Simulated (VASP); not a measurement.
Consider the following.

```xyz
3
Lattice="0.0000 2.3000 2.3000 2.3000 0.0000 2.3000 2.3000 2.3000 0.0000" Properties=species:S:1:pos:R:3 pbc="T T T"
Li     1.1500     1.1500     1.1500
Li     3.4500     3.4500     3.4500
O      0.0000     0.0000     0.0000
```

The numbers are results of optB88-vdW, VASP's PBE PAW potentials (set 64) (plane waves; VASP), not measurements. Numerical set-up: 520 eV cut-off, 8×8×8 Γ-centred mesh, Gaussian smearing of 0.050 eV, potentials Li_sv O.

Q: Estimate the energy per atom (σ→0), band gap (on the k-mesh) with the smallest direct gap where there is one.

A: 
| Item | Value |
|---|---|
| band gap (on the k-mesh) | 5.17 eV |
| smallest direct gap (on the k-mesh) | 5.56 eV |
| energy per atom (σ→0) | -3.774 eV/atom |

Total energies compare only between runs with the same potentials, cut-off and functional.

The compound is Li2O in the antifluorite structure. It was relaxed first. The start is the result of an earlier pass.
